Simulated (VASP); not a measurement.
The input files of a VASP run:

POSCAR:
```
TiSe2
1
    1.7701073043    -3.0659158563     0.0000000000
    1.7701073043     3.0659158563     0.0000000000
   -0.0000000000     0.0000000000     6.5590926746
Ti Se
1 2
Direct
  0.0000000000   0.0000000000   0.0000000000
  0.3333330000   0.6666670000   0.2361945478
  0.6666670000   0.3333330000   0.7638054522
```

### KPOINTS
```
Regular mesh
0
G
10 10 4
```

**INCAR**
```
LCHARG  =  .FALSE.
ISIF  =  2
LREAL  =  .FALSE.   ! projection in real space or not
PREC  =  Accurate
LMAXMIX  =  4   ! l cut-off of mixed one-centre charges
ALGO  =  Normal
GGA  =  PE
NELM  =  100
LWAVE  =  .FALSE.
ISMEAR  =  1
LASPH  =  .TRUE.
EDIFF  =  1E-7
SIGMA  =  0.1   ! width (eV)
SYSTEM  =  TiSe2
ENCUT  =  480
```

POTCAR, in this order: Ti_sv Se (PBE.64 set). Program: vasp_std.

Task: Write an equivalent input for Quantum ESPRESSO's pw.x.

Result: One equivalent input (not run):
```
&CONTROL
  calculation = 'scf'
  pseudo_dir = './pseudo'
  outdir = './out'
  tprnfor = .true.
  tstress = .true.
/
&SYSTEM
  ibrav = 0
  nat = 3
  ntyp = 2
  ecutwfc = 86
  occupations = 'smearing'
  smearing = 'methfessel-paxton'
  degauss = 0.00735
  input_dft = 'pbe'
/
&ELECTRONS
  conv_thr = 7.3e-09
  electron_maxstep = 100
/
ATOMIC_SPECIES
  Ti 47.867 Ti.upf
  Se 78.971 Se.upf
CELL_PARAMETERS angstrom
     1.7701073   -3.0659159    0.0000000
     1.7701073    3.0659159    0.0000000
    -0.0000000    0.0000000    6.5590927
ATOMIC_POSITIONS crystal
  Ti   0.0000000  0.0000000  0.0000000
  Se   0.3333330  0.6666670  0.2361945
  Se   0.6666670  0.3333330  0.7638055
K_POINTS automatic
  10 10 4 0 0 0
```
Limits of the translation: the potentials are each code's own (VASP's PAW set, PseudoDojo norm-conserving files in pw.x), so ENCUT and ecutwfc are chosen apart and not converted; conv_thr bounds pw.x's estimated SCF error, while EDIFF bounds the energy change between steps.

The compound is TiSe2 in the 1T layered structure. It was relaxed first, which changed the volume by +9 %.
